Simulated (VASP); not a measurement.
```xyz
8
Lattice="5.9499 0.0000 0.0000 0.0000 5.9499 0.0000 0.0000 0.0000 5.9499" Properties=species:S:1:pos:R:3 pbc="T T T"
Zn     5.9499     5.9499     0.0000
Zn     2.9750     2.9750     0.0000
Zn     2.9750     0.0000     2.9750
Te     1.4200     1.5550     1.5550
Te     4.5300     4.3950     1.5550
Te     4.5300     1.5550     4.3950
Te     1.4200     4.3950     4.3950
Be     0.0000     2.9750     2.9750
```

All values below come from PBEsol GGA, VASP's PBE PAW potentials (set 64) (plane waves; VASP). Settings: 400 eV cut-off, 4×4×4 Γ-centred mesh, tetrahedra with Blöchl corrections, potentials Zn Te Be.

The cores are frozen, which limits the accuracy of field gradients.

Problem. Give the principal components of the electric field gradient (V/Å²) and the asymmetry η at each nucleus.

Solution. 
```json
[
 {"atom": "Zn1", "Vxx": "-6.2", "Vyy": "-6.2", "Vzz": "12.5", "η": "0.00"},
 {"atom": "Zn2", "Vxx": "-6.2", "Vyy": "-6.2", "Vzz": "12.5", "η": "0.00"},
 {"atom": "Zn3", "Vxx": "-6.2", "Vyy": "-6.2", "Vzz": "12.5", "η": "0.00"},
 {"atom": "Te4", "Vxx": "-5.5", "Vyy": "-5.5", "Vzz": "11.0", "η": "0.00"},
 {"atom": "Te5", "Vxx": "-5.5", "Vyy": "-5.5", "Vzz": "11.0", "η": "0.00"},
 {"atom": "Te6", "Vxx": "-5.5", "Vyy": "-5.5", "Vzz": "11.0", "η": "0.00"},
 {"atom": "Te7", "Vxx": "-5.5", "Vyy": "-5.5", "Vzz": "11.0", "η": "0.00"},
 {"atom": "Be8", "Vxx": "0.0", "Vyy": "0.0", "Vzz": "0.0", "η": "-"}
]
```

The structure was generated: BeZn3Te4 was put into an ordered model structure (P-43m), which need not be its known phase. It was relaxed first.
